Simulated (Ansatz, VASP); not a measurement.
# Cross-check of Si2HC2F3 (F-SiC-F chair under F-SiC-H chair, AB) between VASP and Ansatz, part 2 of 2

One calculation is typed for both programs; each brings its own data sets. How far apart do they land? Of the first pair: The structure shown is the start of the Ansatz relaxation below; VASP solves that cell, so the two are compared at the walk's first step.

VASP 6.6.1 and Ansatz 0.2.0.

So far: The starting structure; Ansatz: relaxation, PBEsol with D3(BJ).

### 3. VASP: single point, PBEsol with D3(BJ), start cell, pair 1

Level of this step: PBEsol with D3(BJ); plane waves and PAW (F, C, Si, H) (VASP).

The same cell, functional, mesh and smearing now go to VASP, with its own data sets.

Lines of VASP's logs that name or quote its potential files are left out, and so is its time.

Contents of INCAR:

```
SYSTEM = Si2HC2F3
PREC = Accurate
ENCUT = 520
EDIFF = 1E-06
NELM = 120
ISMEAR = -1
SIGMA = 0.05
LREAL = .FALSE.
ALGO = Normal
GGA = PS
IVDW = 12
NBANDS = 27
LORBIT = 11
LWAVE = .FALSE.
LCHARG = .FALSE.
ISIF = 2
LDIPOL = .TRUE.
IDIPOL = 3
DIPOL = 0.5 0.5 0.32
LVHAR = .TRUE.
LASPH = .TRUE.
GGA_COMPAT = .FALSE.
NELMDL = -8
KPAR = 2
```

Contents of POSCAR:

```
Si2HC2F3
1.0
    3.0855000000      0.0000000000      0.0000000000
   -1.5427500000      2.6721210000      0.0000000000
    0.0000000000      0.0000000000     42.8133330000
F C Si H
3 2 2 1
Direct
    0.6666666667      0.3333333333      0.2102148880
    0.3333333333      0.6666666667      0.2950794090
    0.6666666667      0.3333333333      0.4322641033
    0.6666666667      0.3333333333      0.2412799770
    0.0000000000      0.0000000000      0.3784646479
    0.3333333333      0.6666666667      0.2558392966
    0.6666666667      0.3333333333      0.3930239909
    0.0000000000      0.0000000000      0.3534724335
```

Contents of KPOINTS:

```
Automatic mesh
0
Gamma
12 12 1
0 0 0
```

Potentials, in the order of the species: F, C, Si and H (PBE family, release 64).

Run with:

```bash
> mpirun -np 2 vasp_std
```

Numbers of over 12 decimals in the logs are rounded to 6 here.

The program printed:

```text
[banner, memory and clock lines left out]
running    2 mpi-ranks, on    1 nodes
 distrk:  each k-point on    1 cores,    2 groups
 distr:  one band on    1 cores,    1 groups

 POSCAR found type information on POSCAR F C SiH
 POSCAR found :  4 types and       8 ions
|                                                                             |
|               ----> ADVICE to this user running VASP <----                  |
|                                                                             |
|     You enforced a specific xc type in the INCAR file but a different       |
|     [... a line on the potential file left out ...]
|     I HOPE YOU KNOW WHAT YOU ARE DOING!                                     |
|                                                                             |

 LDA part: xc-table for (Slater+PW92), standard interpolation
 POSCAR, INCAR and KPOINTS ok, starting setup
 FFT: planning ... GRIDC
 FFT: planning ... GRID_SOFT
 FFT: planning ... GRID
 WAVECAR not read
 entering main loop
       N       E                     dE             d eps       ncg     rms          rms(c)
DAV:   1     0.325949859748E+03    0.32595E+03   -0.15543E+04  1170   0.107E+03
DAV:   2    -0.561680615454E+01   -0.33157E+03   -0.31697E+03  1471   0.257E+02
DAV:   3    -0.526763108129E+02   -0.47060E+02   -0.46811E+02  1227   0.106E+02
DAV:   4    -0.537350558050E+02   -0.10587E+01   -0.10550E+01  1337   0.181E+01
DAV:   5    -0.537546040550E+02   -0.19548E-01   -0.19513E-01  1361   0.239E+00
DAV:   6    -0.537552442962E+02   -0.64024E-03   -0.64011E-03  1390   0.415E-01
DAV:   7    -0.537552663137E+02   -0.22017E-04   -0.22014E-04  1401   0.650E-02
DAV:   8    -0.537552671880E+02   -0.87431E-06   -0.87422E-06  1321   0.119E-02    0.144E+01
DAV:   9    -0.495200615422E+02    0.42352E+01   -0.10817E+01  1165   0.172E+01    0.713E+00
DAV:  10    -0.492149705226E+02    0.30509E+00   -0.13733E+00  1321   0.657E+00    0.282E+00
DAV:  11    -0.491489917075E+02    0.65979E-01   -0.14914E-01  1307   0.260E+00    0.123E+00
DAV:  12    -0.491454210938E+02    0.35706E-02   -0.59136E-02  1379   0.145E+00    0.252E-01
DAV:  13    -0.491484452787E+02   -0.30242E-02   -0.31819E-02  1340   0.979E-01    0.246E-01
DAV:  14    -0.491433325267E+02    0.51128E-02   -0.32569E-03  1287   0.577E-01    0.106E-01
[...]
DAV:  21    -0.491443040540E+02   -0.65559E-04   -0.32195E-06  1105   0.102E-02    0.274E-03
DAV:  22    -0.491443586405E+02   -0.54586E-04   -0.16465E-06  1086   0.627E-03    0.993E-04
DAV:  23    -0.491443903472E+02   -0.31707E-04   -0.64496E-07  1012   0.356E-03    0.681E-04
DAV:  24    -0.491444123773E+02   -0.22030E-04   -0.44500E-07   979   0.270E-03    0.765E-04
DAV:  25    -0.491444171706E+02   -0.47933E-05   -0.63905E-08   930   0.189E-03    0.334E-04
DAV:  26    -0.491444191753E+02   -0.20047E-05   -0.28451E-08   867   0.135E-03    0.168E-04
DAV:  27    -0.491444201923E+02   -0.10170E-05   -0.69538E-09   865   0.562E-04    0.135E-04
DAV:  28    -0.491444208262E+02   -0.63393E-06   -0.48140E-09   842   0.385E-04
   1 F= -.49707684E+02 E0= -.49704977E+02  d E =-.541415E-02
```

Parts of OUTCAR (step 3):

```text
ion  position               nearest neighbor table
   1  0.667  0.333  0.210-   4 1.33
   2  0.333  0.667  0.295-   6 1.68
   3  0.667  0.333  0.432-   7 1.68
   4  0.667  0.333  0.241-   1 1.33   6 1.89   6 1.89   6 1.89
   5  0.000  0.000  0.378-   8 1.07   7 1.89   7 1.89   7 1.89
   6  0.333  0.667  0.256-   2 1.68   4 1.89   4 1.89   4 1.89
   7  0.667  0.333  0.393-   3 1.68   5 1.89   5 1.89   5 1.89
   8  0.000  0.000  0.353-   5 1.07

  LATTYP: Found a hexagonal cell.
 ALAT       =     3.0855000000
 C/A-ratio  =    13.8756548371

 Subroutine GETGRP returns: Found  6 space group operations
 (whereof  6 operations were pure point group operations)

The static configuration has the point symmetry C_3v.

 Found     19 irreducible k-points:

   k-points           NKPTS =     19   k-points in BZ     NKDIM =     19   number of bands    NBANDS=     27

   dimension x,y,z NGX =    24 NGY =   24 NGZ =  320
   dimension x,y,z NGXF=    48 NGYF=   48 NGZF=  640

   ENCUT  =  520.0 eV  38.22 Ry    6.18 a.u.   5.74  5.74 79.60*2*pi/ulx,y,z

   NELECT =      38.0000    total number of electrons

 k-points in reciprocal lattice and weights: Automatic mesh
   0.00000000  0.00000000  0.00000000       0.007
   0.08333333 -0.00000000  0.00000000       0.042
   0.16666667 -0.00000000  0.00000000       0.042
   0.25000000 -0.00000000  0.00000000       0.042
   0.33333333 -0.00000000  0.00000000       0.042
   0.41666667 -0.00000000  0.00000000       0.042
   0.50000000 -0.00000000  0.00000000       0.021
   0.08333333  0.08333333  0.00000000       0.042
   0.16666667  0.08333333  0.00000000       0.083
[...]
0.33333333  0.25000000  0.00000000       0.083
   0.33333333  0.33333333  0.00000000       0.014

 dipolmoment           0.000000      0.000000      0.187168 electrons x Angstroem

 average (electrostatic) potential at core
       1 -86.5604       2 -85.5303       3 -82.3913       4 -61.0722       5 -57.0935
       6 -94.9038       7 -92.4034       8 -41.1274

 E-fermi :  -4.3059

 k-point     1 :       0.0000    0.0000    0.0000
  band No.  band energies     occupation
    ...
     14      -6.7608      2.00000
     15      -6.7608      2.00000
     16      -6.0206      2.00000
     17      -6.0206      2.00000
     18      -4.5286      1.97702
     19      -4.2425      0.43923
     20      -4.2425      0.43923
     21      -0.6789      0.00000
     22       0.3932      0.00000
     23       0.6892      0.00000
    ...

 k-point     2 :       0.0833   -0.0000    0.0000
  band No.  band energies     occupation
    ...
     16      -6.4655      2.00000
     17      -6.1341      2.00000
     18      -4.7816      1.99985
     19      -4.3761      1.60529
     20      -4.2620      0.58737
     21      -0.4605      0.00000
     22       0.5425      0.00000
     23       0.7559      0.00000
     24       0.9419      0.00000
     25       1.1115      0.00000
    ...

 k-point     3 :       0.1667   -0.0000    0.0000
  band No.  band energies     occupation
    ...
     15      -7.1432      2.00000
     16      -6.8737      2.00000
     17      -6.4064      2.00000
     18      -5.9055      2.00000
     19      -4.6996      1.99924
     20      -3.7313      0.00002
     21      -0.2601      0.00000
     22       0.6070      0.00000
     23       1.0241      0.00000
     24       1.2747      0.00000
    ...

 Edisp (eV)   -0.56326

  Total       0.91446     0.91445    -2.23736     0.00000     0.00000     0.00000
  in kB       4.15061     4.15061   -10.15516     0.00000     0.00000     0.00000
  external pressure =       -0.62 kB  Pullay stress =        0.00 kB

  energy-cutoff  :      520.00
  volume of cell :      352.99
      direct lattice vectors                 reciprocal lattice vectors
     3.085500000  0.000000000  0.000000000     0.324096581  0.187117275  0.000000000
    -1.542750000  2.672121000  0.000000000     0.000000000  0.374234550  0.000000000
     0.000000000  0.000000000 42.813333000     0.000000000  0.000000000  0.023357210

 POSITION                                       TOTAL-FORCE (eV/Angst)
 -----------------------------------------------------------------------------------
      1.54275      0.89071      9.00000         0.000000     -0.000000     -3.784029
     -0.00000      1.78141     12.63333        -0.000000     -0.000000     -1.959026
      1.54275      0.89071     18.50667        -0.000000     -0.000000     -2.489678
      1.54275      0.89071     10.33000         0.000000     -0.000000      3.795286
      0.00000      0.00000     16.20333         0.000000      0.000000      2.204718
     -0.00000      1.78141     10.95333        -0.000000      0.000000      2.013581
      1.54275      0.89071     16.82667        -0.000000     -0.000000      1.477931
      0.00000      0.00000     15.13333        -0.000000     -0.000000     -1.258784
 -----------------------------------------------------------------------------------
    total drift:                               -0.000001      0.000016     -0.005043

  FREE ENERGIE OF THE ION-ELECTRON SYSTEM (eV)
  ---------------------------------------------------
  free  energy   TOTEN  =       -49.7076843627 eV

  energy  without entropy=      -49.7022702148  energy(sigma->0) =      -49.70497729

 vacuum level on the upper side and lower side of the slab         4.727         0.618

 total charge
# of ion       s       p       d       tot
------------------------------------------
    1        1.748   4.385   0.000   6.133
    2        1.744   4.337   0.000   6.081
    3        1.745   4.329   0.000   6.074
    4        0.827   1.689   0.000   2.516
    5        0.837   1.743   0.000   2.581
    6        0.725   0.949   0.000   1.674
    7        0.700   0.922   0.000   1.622
    8        0.630   0.054   0.000   0.685
--------------------------------------------------
tot          8.957  18.409   0.000  27.366

[... 3 further parts left out ...]
```

### 4. Side by side

Known differences besides the potentials themselves: Ansatz cuts the interaction across the vacuum, VASP repeats the sheet with a dipole correction; the cutoff is 420 eV in Ansatz and 520 eV in VASP; Ansatz makes its cores anew for this functional, VASP keeps those of its PBE data sets. Total energies have different zeros and are not compared.

Forces (eV/Å; atoms numbered as in POSCAR):

```tsv
atom	Ansatz x, y, z	VASP x, y, z
F1	0.000, 0.000, -3.304	0.000, 0.000, -3.784
F2	0.000, 0.000, -2.148	0.000, 0.000, -1.959
F3	0.000, 0.000, -2.670	0.000, 0.000, -2.490
C4	0.000, 0.000, 3.340	0.000, 0.000, 3.795
C5	0.000, 0.000, 2.194	0.000, 0.000, 2.205
Si6	0.000, 0.000, 2.177	0.000, 0.000, 2.014
Si7	0.000, 0.000, 1.631	0.000, 0.000, 1.478
H8	0.000, 0.000, -1.221	0.000, 0.000, -1.259
```

The forces differ by 152 meV/Å r.m.s., which is 10.4 % of the r.m.s. force of 1.464 eV/Å (both taken over all components). With vacuum in the cell, a pressure given here is an average over mostly empty space and none of the material.

### 5. Ansatz: relaxation, PBEsol with D3(BJ)

This run makes the geometry at which the two programs are then compared.

The structure compared here is the end of the Ansatz relaxation.

Contents of input.yaml:

```yaml
crystal:
  lattice:
    - [3.0855, 0.0, 0.0]
    - [-1.54275, 2.6721213834, 0.0]
    - [0.0, 0.0, 27.5066666667]
  atoms:
    - { symbol: F, position: [0.6666666667, 0.3333333333, 0.3271934077] }
    - { symbol: C, position: [0.6666666667, 0.3333333333, 0.3755453223] }
    - { symbol: Si, position: [0.3333333333, 0.6666666667, 0.3982064954] }
    - { symbol: F, position: [0.3333333333, 0.6666666667, 0.4592825982] }
    - { symbol: H, position: [0.0, 0.0, 0.5501696558] }
    - { symbol: C, position: [0.0, 0.0, 0.5890693165] }
    - { symbol: Si, position: [0.6666666667, 0.3333333333, 0.6117304896] }
    - { symbol: F, position: [0.6666666667, 0.3333333333, 0.6728065923] }
  periodic: [true, true, false]
kpoints:
  mp_grid: { grid: [12, 12, 1] }
hamiltonian:
  xc: pbesol
  dispersion: d3bj
scf:
  occupations: { method: fermi_dirac, width: 0.05 }
  convergence: { dr2_threshold: 1.0e-09 }
relax:
  f_tol: 0.004
  max_steps: 90
  cell: {}
output:
  write_potential: true
  write_density: true
  volumetric_format: npy
```

Run with:

```bash
> ansatz run input.yaml --threads 2 --pin off --max-ram 3072MiB --backend cpu --events-out ev --progress --plain --runs-dir out
```

The program printed:

```text
[...]
SCF iter   4: F=—  HF=-4155.314836 eV  |F-HF|=—  |Δ(HF+E_count)|=   3.66e-6  Δρ=6.12e-6  dr2=1.51e-7  ethr=9.50e-9  ⟨swp⟩=2.6  Hψ=913  notcnv=0
[...]
SCF iter   6: F=-4155.314837 eV  HF=-4155.314837 eV  |F-HF|=1.09e-7  |Δ(HF+E_count)|=   1.74e-7  Δρ=5.37e-7  dr2=9.16e-10  ethr=2.63e-12  ⟨swp⟩=10.5  Hψ=4675  notcnv=0
[...]
- [3.114088, 0, 0]
    - [-1.557044, 2.696879, 0]
    - [0, 0, 42.813333]
  atoms:
    - { symbol: F, position: [0.666667, 0.333333, 0.217320] }
    - { symbol: C, position: [0.666667, 0.333333, 0.250559] }
    - { symbol: Si, position: [0.333333, 0.666667, 0.263872] }
    - { symbol: F, position: [0.333333, 0.666667, 0.301276] }
[...]
- { symbol: Si, position: [0.666667, 0.333333, 0.385370] }
    - { symbol: F, position: [0.666667, 0.333333, 0.422501] }
[key lines of the parts left out:]
SCF converged after 5 iterations
Free energy (F): -4155.315229 eV
Fermi energy:    -7.047626 eV
P = ½ c Tr σ = -0.0056 N/m
```

### 6. VASP: single point, PBEsol with D3(BJ), relaxed cell, pair 2

The same cell, functional, mesh and smearing now go to VASP, with its own data sets.

INCAR is that of step 3.

Contents of POSCAR:

```
Si2HC2F3
1.0
    3.1140880868      0.0000000000      0.0000000000
   -1.5570440434      2.6968793928      0.0000000000
    0.0000000000      0.0000000000     42.8133333288
F C Si H
3 2 2 1
Direct
    0.6666666667      0.3333333333      0.2173195286
    0.3333333333      0.6666666667      0.3012756749
    0.6666666667      0.3333333333      0.4225012094
    0.6666666667      0.3333333333      0.2505587592
    0.0000000000      0.0000000000      0.3723120672
    0.3333333333      0.6666666667      0.2638721346
    0.6666666667      0.3333333333      0.3853695125
    0.0000000000      0.0000000000      0.3464298557
```

KPOINTS is that of step 3.

Run with:

```bash
> mpirun -np 2 vasp_std
```

The program printed:

```text
[banner, memory and clock lines left out]
running    2 mpi-ranks, on    1 nodes
[...]
[... a notice as in an earlier step ...]

 LDA part: xc-table for (Slater+PW92), standard interpolation
 POSCAR, INCAR and KPOINTS ok, starting setup
[...]
entering main loop
       N       E                     dE             d eps       ncg     rms          rms(c)
DAV:   1     0.323232905691E+03    0.32323E+03   -0.15483E+04  1154   0.107E+03
DAV:   2    -0.721542591760E+01   -0.33045E+03   -0.31652E+03  1449   0.257E+02
DAV:   3    -0.530920365329E+02   -0.45877E+02   -0.45699E+02  1245   0.105E+02
DAV:   4    -0.540135992413E+02   -0.92156E+00   -0.91864E+00  1324   0.172E+01
[...]
DAV:  25    -0.495640830437E+02   -0.30967E-05   -0.42540E-08   919   0.121E-03    0.200E-04
DAV:  26    -0.495640850111E+02   -0.19674E-05   -0.18837E-08   832   0.723E-04    0.105E-04
DAV:  27    -0.495640856712E+02   -0.66005E-06   -0.84631E-09   835   0.556E-04
   1 F= -.50160378E+02 E0= -.50157867E+02  d E =-.502138E-02
```

OUTCAR, selected parts (step 6):

```text
 Edisp (eV)   -0.59629

  Total      -0.07998    -0.07998     1.27262     0.00000    -0.00000    -0.00000
  in kB      -0.35638    -0.35638     5.67070     0.00000    -0.00000    -0.00000
  external pressure =        1.65 kB  Pullay stress =        0.00 kB

 POSITION                                       TOTAL-FORCE (eV/Angst)
 -----------------------------------------------------------------------------------
      1.55704      0.89896      9.30417         0.000000      0.000000     -0.322871
     -0.00000      1.79792     12.89862         0.000000      0.000000      0.280749
      1.55704      0.89896     18.08869        -0.000000     -0.000000      0.284443
      1.55704      0.89896     10.72726        -0.000000     -0.000000      0.299872
      0.00000      0.00000     15.93992        -0.000000     -0.000000      0.010342
     -0.00000      1.79792     11.29725         0.000000     -0.000000     -0.258390
      1.55704      0.89896     16.49895        -0.000000     -0.000000     -0.251936
      0.00000      0.00000     14.83182        -0.000000     -0.000000     -0.042209
 -----------------------------------------------------------------------------------
    total drift:                               -0.000000      0.000000     -0.000445

  FREE ENERGIE OF THE ION-ELECTRON SYSTEM (eV)
  ---------------------------------------------------
  free  energy   TOTEN  =       -50.1603780021 eV

  energy  without entropy=      -50.1553566183  energy(sigma->0) =      -50.15786731

[... 1 part as in an earlier step ...]

[... 2 further parts left out ...]
[key lines of the parts left out:]
E-fermi :  -4.5192
```

### 7. Differences

Forces (eV/Å; atoms numbered as in POSCAR):

```tsv
atom	Ansatz x, y, z	VASP x, y, z
F1	0.000, 0.000, 0.000	0.000, 0.000, -0.323
F2	0.000, 0.000, 0.000	0.000, 0.000, 0.281
F3	0.000, 0.000, 0.000	0.000, 0.000, 0.284
C4	0.000, 0.000, -0.001	0.000, 0.000, 0.300
C5	0.000, 0.000, 0.004	0.000, 0.000, 0.010
Si6	0.000, 0.000, 0.001	0.000, 0.000, -0.258
Si7	0.000, 0.000, -0.002	0.000, 0.000, -0.252
H8	0.000, 0.000, -0.002	0.000, 0.000, -0.042
```

The forces differ by 142 meV/Å r.m.s., where the r.m.s. force is 0.001 eV/Å in Ansatz and 0.142 eV/Å in VASP: the atoms lie near their places of rest in Ansatz, so a percentage would say little (all taken over all components). With vacuum in the cell, a pressure given here is an average over mostly empty space and none of the material.

### 8. Outcome

| Quantity | Value |
| --- | --- |
| r.m.s. force difference (single point, PBEsol with D3(BJ), start cell, pair 1) | 10 % of the r.m.s. force |
| r.m.s. force difference (single point, PBEsol with D3(BJ), relaxed cell, pair 2) | 142 meV/Å |

What this shows: The r.m.s. force difference is 142 meV/Å (single point, PBEsol with D3(BJ), relaxed cell, pair 2), beyond the 12 meV/Å picked in this series as the mark of a large difference. What causes the difference of the single point, PBEsol with D3(BJ), start cell, pair 1 pair stays open here. What causes the difference of the single point, PBEsol with D3(BJ), relaxed cell, pair 2 pair stays open here. Such differences can come from data sets, numerical settings and the points named under the comparisons, not from the functional's error against experiment.

[Lines on the potential files, build, host, timing and source positions are cut from VASP's logs without a mark.]

[Logs are printed without paths, hosts, clocks, repeated set-up lines and the standing remarks that a program may print on its own settings, such as how far it seeks lower states.]

[Hosts, paths, dates, database ids (printed as entryN), source tags and the programs' standing remarks are cut or masked in the printed files.]
